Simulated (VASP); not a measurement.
Input:

```yaml
crystal:
  lattice:
    - [0.00000, 1.88510, 1.88510]
    - [1.88510, 0.00000, 1.88510]
    - [1.88510, 1.88510, 0.00000]
  atoms:
    - { symbol: Rh, position: [0.00000, 0.00000, 0.00000] }
```

All values below come from PBE GGA, VASP's PBE PAW potentials (set 64) (plane waves; VASP). Run with 300 eV cut-off, 12×12×12 Γ-centred mesh shifted by (0.5, 0.5, 0.5), Gaussian smearing of 0.10 eV, potentials Rh_pv.

At this cut-off the stress carries a Pulay error, which pulls relaxed volumes low.

**Question.** What does the run give for the energy per atom (σ→0), pressure, band gap (on the k-mesh) with the smallest direct gap where there is one?

**Answer.** 
* **band gap (on the k-mesh)**: none (metal, semimetal or under 0.01 eV)
* **energy per atom (σ→0)**: -7238 meV/atom
* **pressure**: 13.24 GPa

Total energies compare only between runs with the same potentials, cut-off and functional.

The structure comes from a computed database's Rh entry; how it stands against other phases isn't given here. The cell was not relaxed at this level.
